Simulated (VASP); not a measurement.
```
Dy
1.0
   -1.98984     1.98984     1.98984
    1.98984    -1.98984     1.98984
    1.98984     1.98984    -1.98984
Dy
1
Direct
  0.00000   0.00000   0.00000
```

Computed with r2SCAN meta-GGA, VASP's PBE PAW potentials (set 64) (plane waves; VASP 6.6.1). Settings: 400 eV cut-off, 12×12×12 Γ-centred mesh, first-order Methfessel-Paxton smearing of 0.10 eV, potentials Dy_3.

The 4f electrons are frozen in the core of the lanthanide potential, so 4f levels, which can set the real gap, and their magnetism are missing. Energy and stress use the plane-wave basis of the starting cell.

Task: The ions, cell shape and volume are relaxed. Which structure does the run end with?

Result: 
```
Dy
1.0
   -2.00356     2.00356     2.00356
    2.00356    -2.00356     2.00356
    2.00356     2.00356    -2.00356
Dy
1
Direct
  0.00000   0.00000   0.00000
```
Space group Im-3m (229), at a tolerance of 0.03 Å.

Task: How do energy and volume change from the first to the last step?

Result: The energy (σ→0) changes by -1.7 meV/atom and the volume by +2.1 %, in 3 ionic steps.

| step | E(σ→0) (eV) | max force (eV/Å) | pressure (GPa) | volume (Å³) |
|---|---|---|---|---|
| 1 | -31.8549 | 0.000 | 0.89 | 31.51 |
| 2 | -31.8565 | 0.000 | -0.20 | 32.32 |
| 3 | -31.8566 | 0.000 | 0.00 | 32.17 |

The structure was generated: Dy was put into the bcc type (Im-3m), which need not be its known phase. This run relaxes it. Symmetry was kept, so distortions that lower it aren't found.
